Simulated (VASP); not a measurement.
These are HSE06 screened hybrid, VASP's PBE PAW potentials (set 64) (plane waves; VASP 6.6.1) values and carry that method's errors.

A VASP calculation is set up with these files.

**POSCAR**
```
C62Si
7.1465550
  1.0000000222   0.0000000000   0.0000000000
  0.0000000000   1.0000000222   0.0000000000
  0.0000000000   0.0000000000   1.0000000222
C Si
62 1
Cart
  0.4989337534   0.0003293507   0.0001243654
  0.6209029703   0.1296757960   0.1308000408
  0.7473385217   0.2523220906   0.0036107269
  0.8693308252   0.3778190845   0.1309279225
  0.7471649789   0.0036067983   0.2530827547
  0.8694416600   0.1297268048   0.3793969414
  0.9989758377   0.0010946539   0.0012495850
  0.1211383386   0.1260448582   0.1273555867
  0.2467774346   0.2488564041   0.9988911462
  0.3691407571   0.3746463193   0.1230326176
  0.4995284001   0.5001731397   0.9994095002
  0.6239938799   0.6292361529   0.1238140643
  0.7516132463   0.7533327240   0.9990756874
  0.8729227986   0.8780986934   0.1274064296
  0.2472312823   0.9990086088   0.2491633654
  0.3696486385   0.1224570571   0.3762318788
  0.4849219914   0.2487260354   0.2476777783
  0.7539357623   0.5154099473   0.2461316980
  0.8763804301   0.6291650998   0.3762732783
  0.4996097986   0.9994745940   0.5006464707
  0.6240811720   0.1223673829   0.6307018429
  0.7522660506   0.2488494489   0.5152727087
  0.8772009643   0.3746757822   0.6311801045
  0.7510366546   0.9989996737   0.7529741449
  0.8729384189   0.1260366324   0.8791397407
  0.0003581768   0.5018678802   0.9998440858
  0.1221622883   0.6267654916   0.1236205696
  0.2505086295   0.7496769998   0.9978492368
  0.3724431562   0.8766618612   0.1240493202
  0.9965993899   0.2523731915   0.2529171263
  0.1227272899   0.3755154331   0.3763021703
  0.2462465121   0.5010079101   0.2457877412
  0.3712097007   0.6267106296   0.3615950242
  0.4994116430   0.7532878908   0.2462287172
  0.6238327399   0.8761361037   0.3763931815
  0.0000307713   0.0003667879   0.5011690140
  0.1223574488   0.1224460992   0.6283407922
  0.2471761808   0.2465204550   0.5006918643
  0.3696239565   0.3601692090   0.6308194430
  0.6386416661   0.6268830483   0.6293713431
  0.7538942928   0.7531917076   0.5007724732
  0.8762472741   0.8766345195   0.6278629576
  0.2504948902   0.9975753093   0.7496478623
  0.3718440528   0.1223551354   0.8779615899
  0.4994605196   0.2464036389   0.7531756611
  0.6239750186   0.3754811621   0.8776139449
  0.7543904463   0.5010111254   0.7540104220
  0.8767203194   0.6268299316   0.8781447074
  0.0011218378   0.7532554718   0.2486121554
  0.1234566181   0.8752493876   0.3758194525
  0.0007664910   0.5001721391   0.5007163693
  0.1269236211   0.6232383902   0.6240534224
  0.2540865033   0.7458507566   0.4975395139
  0.3763343776   0.8719440493   0.6239319173
  0.0013108989   0.2489126953   0.7533829508
  0.1231189395   0.3737557475   0.8771707906
  0.2542395448   0.4977824616   0.7459902221
  0.3761829441   0.6232497827   0.8733547907
  0.5026594356   0.7458886537   0.7462008687
  0.6245173667   0.8753327336   0.8768938567
  0.0023809482   0.7496735484   0.7496935200
  0.1244224054   0.8746848802   0.8758171643
  0.5618107920   0.4379283506   0.4383791026
```

### INCAR
```
SYSTEM = C62Si
PREC = Normal; ENCUT = 400; LREAL = Auto
LASPH = .True.; ISYM = 0; NELECT = 251.0
EDIFF = 1E-5; NELM = 50; NELMIN = 4
ALGO = Normal
ISMEAR = 0; SIGMA = 0.05
GGA = PE; LHFCALC = .True.; AEXX = 0.25
HFSCREEN = 0.2; PRECFOCK = Fast
ISPIN = 2; MAGMOM = 63*0.0159; NUPDOWN = 1
ISIF = 0
LWAVE = .False.; LCHARG = .False.; LORBIT = 10
```

File KPOINTS:
```
Automatic mesh
0
Gamma
1 1 1
0 0 0
```

POTCAR, in this order: C Si (PBE.64 set). Program: vasp_gam. Read from the step before: WAVECAR.

Output

File OSZICAR:
```
       N       E                     dE             d eps       ncg     rms          rms(c)
DAV:   1    -0.661899479398E+03   -0.66190E+03   -0.82342E+00   632   0.801E+00    0.484E+00
DAV:   2    -0.661920048953E+03   -0.20570E-01   -0.12428E-01   692   0.861E-01    0.304E+00
DAV:   3    -0.661902539754E+03    0.17509E-01   -0.16535E-02   728   0.335E-01    0.170E+00
DAV:   4    -0.661897621723E+03    0.49180E-02   -0.49026E-03   696   0.181E-01    0.930E-01
DAV:   5    -0.661896229540E+03    0.13922E-02   -0.10753E-03   708   0.877E-02    0.514E-01
DAV:   6    -0.661895825539E+03    0.40400E-03   -0.29972E-04   696   0.479E-02    0.283E-01
DAV:   7    -0.661895710779E+03    0.11476E-03   -0.75997E-05   716   0.244E-02    0.157E-01
DAV:   8    -0.661895677076E+03    0.33703E-04   -0.16584E-05   420   0.122E-02    0.893E-02
DAV:   9    -0.661895667675E+03    0.94016E-05   -0.71714E-06   402   0.872E-03
   1 F= -.66189567E+03 E0= -.66189567E+03  d E =-.143517E-16  mag=     1.0000
```

**OUTCAR**
```
------------------------ aborting loop because EDIFF is reached ----------------------------------------
  volume of cell :      365.00
      direct lattice vectors                 reciprocal lattice vectors
     7.146555159  0.000000000  0.000000000     0.139927556  0.000000000  0.000000000
     0.000000000  7.146555159  0.000000000     0.000000000  0.139927556  0.000000000
     0.000000000  0.000000000  7.146555159     0.000000000  0.000000000  0.139927556
 POSITION                                       TOTAL-FORCE (eV/Angst)
 -----------------------------------------------------------------------------------
      3.56566      0.00235      0.00089        -0.022919      0.025886      0.015762
      4.43732      0.92674      0.93477         0.038108     -0.033871     -0.034682
      5.34090      1.80323      0.02580        -0.009742      0.018521     -0.001960
      6.21272      2.70010      0.93568         0.012382     -0.051727     -0.010716
      5.33966      0.02578      1.80867        -0.012385      0.016231      0.013656
      6.21351      0.92710      2.71138         0.036910     -0.045501     -0.043193
      7.13924      0.00782      0.00893        -0.004955      0.005170      0.004968
      0.86572      0.90079      0.91015         0.014291     -0.027903     -0.027193
      1.76361      1.77847      7.13863        -0.001339      0.009888      0.013156
      2.63808      2.67743      0.87926         0.002507      0.015189      0.002718
      3.56991      3.57451      7.14233        -0.020492      0.014852      0.007129
      4.45941      4.49687      0.88484        -0.021213     -0.022667      0.016495
      5.37145      5.38373      7.13995         0.012890      0.004286      0.013633
      6.23839      6.27538      0.91052         0.017128     -0.022622     -0.029741
      1.76685      7.13947      1.78066         0.003207      0.027105      0.002290
      2.64171      0.87515      2.68876        -0.012431     -0.015094      0.024488
      3.46552      1.77753      1.77004        -0.090489     -0.036678     -0.049243
      5.38804      3.68341      1.75899         0.097107      0.118794     -0.085564
      6.26310      4.49636      2.68906        -0.018555     -0.017641      0.031242
      3.57049      7.14280      3.57790        -0.014551      0.011324      0.013767
      4.46003      0.87451      4.50735        -0.032881     -0.008458      0.008052
      5.37611      1.77842      3.68242         0.067184     -0.037888      0.099816
      6.26896      2.67764      4.51076        -0.000522      0.009679     -0.012784
      5.36732      7.13941      5.38117         0.001335      0.025695      0.003628
      6.23850      0.90073      6.28282         0.028084     -0.030019     -0.020747
      0.00256      3.58663      7.14544         0.000225      0.069915      0.002826
      0.87304      4.47921      0.88346         0.011671     -0.010786     -0.011531
      1.79027      5.35761      7.13118        -0.020074      0.015307      0.018477
      2.66169      6.26511      0.88653        -0.003819     -0.026703     -0.007715
      7.12225      1.80360      1.80749         0.000565      0.012370      0.013935
      0.87708      2.68364      2.68926         0.007084     -0.016794     -0.019208
      1.75981      3.58048      1.75654         0.001795     -0.025599      0.004957
      2.65287      4.47882      2.58416        -0.062732      0.055919     -0.075934
      3.56907      5.38341      1.75969         0.028983      0.006156     -0.001358
      4.45825      6.26135      2.68991         0.022259     -0.013423     -0.014872
      0.00022      0.00262      3.58163        -0.007879      0.025047      0.033274
      0.87443      0.87507      4.49047         0.012725     -0.013199      0.014665
      1.76646      1.76177      3.57822         0.007768      0.007451     -0.035328
      2.64154      2.57397      4.50819        -0.104805     -0.099921      0.089952
      4.56409      4.48005      4.49784         0.086021      0.037201      0.039100
      5.38775      5.38273      3.57880         0.007997      0.014908     -0.027888
      6.26215      6.26492      4.48706        -0.001524     -0.023895     -0.002264
      1.79018      7.12923      5.35740        -0.004952      0.019073      0.017632
      2.65740      0.87442      6.27440        -0.007311     -0.004984     -0.023254
      3.56942      1.76094      5.38261         0.045455      0.022036     -0.018586
      4.45927      2.68340      6.27192         0.014911     -0.021171     -0.011353
      5.39129      3.58050      5.38858        -0.006552     -0.022417     -0.006333
      6.26553      4.47967      6.27571        -0.001208     -0.014176     -0.015741
      0.00802      5.38318      1.77672        -0.008325      0.007789     -0.006415
      0.88229      6.25502      2.68581         0.011767     -0.016208     -0.027393
      0.00548      3.57451      3.57840        -0.006457      0.010993      0.015990
      0.90707      4.45401      4.45983        -0.001647      0.000626     -0.002345
      1.81584      5.33026      3.55569        -0.040520      0.044639      0.055351
      2.68949      6.23140      4.45896         0.005084     -0.001785     -0.010427
      0.00937      1.77887      5.38409        -0.011026      0.010016      0.003887
      0.87988      2.67107      6.26875         0.007279     -0.058971     -0.008982
      1.81694      3.55743      5.33126        -0.017633      0.061107      0.020053
      2.68841      4.45409      6.24148         0.000604      0.001895      0.009341
      3.59228      5.33053      5.33277        -0.056283      0.042160      0.035197
      4.46315      6.25561      6.26677         0.023966     -0.027056     -0.018174
      0.01702      5.35758      5.35773        -0.019898      0.014976      0.020245
      0.88919      6.25098      6.25908         0.022691     -0.022392     -0.016712
      4.01501      3.12968      3.13290        -0.004868     -0.012654      0.011957
 -----------------------------------------------------------------------------------
    total drift:                                0.051094     -0.022260     -0.078993
  FREE ENERGIE OF THE ION-ELECTRON SYSTEM (eV)
  ---------------------------------------------------
  free  energy   TOTEN  =      -661.8956676749 eV

  energy  without entropy=     -661.8956676749  energy(sigma->0) =     -661.89566767

  exchange ACFDT corr.  =         0.00000000  see jH, gK, PRB 81, 115126

 total charge

# of ion       s       p       d       tot
------------------------------------------
    1        0.836   1.731   0.000   2.566
    2        0.828   1.718   0.000   2.546
    3        0.830   1.739   0.000   2.569
    4        0.830   1.718   0.000   2.548
    5        0.829   1.740   0.000   2.569
    6        0.828   1.718   0.000   2.546
    7        0.832   1.742   0.000   2.574
    8        0.830   1.738   0.000   2.568
    9        0.835   1.752   0.000   2.587
   10        0.834   1.753   0.000   2.587
   11        0.830   1.740   0.000   2.569
   12        0.835   1.747   0.000   2.582
   13        0.835   1.744   0.000   2.579
   14        0.830   1.739   0.000   2.569
   15        0.834   1.746   0.000   2.580
   16        0.834   1.747   0.000   2.581
   17        0.841   1.731   0.000   2.572
   18        0.847   1.723   0.000   2.569
   19        0.835   1.746   0.000   2.581
   20        0.829   1.740   0.000   2.569
   21        0.834   1.748   0.000   2.582
   22        0.840   1.732   0.000   2.572
   23        0.834   1.753   0.000   2.587
   24        0.834   1.746   0.000   2.581
   25        0.830   1.738   0.000   2.568
...
```
(Selected blocks of OUTCAR.)

The cell is charged, with a uniform compensating background. The supercell is sampled at Γ alone, which is coarse: total energies, pressure and levels can be off, energies of defects by several tenths of an eV.

The cell is a supercell with a defect, built from C (diamond): Si_C-vac_C, charge +1. The cell's shape comes from a PBE relaxation.
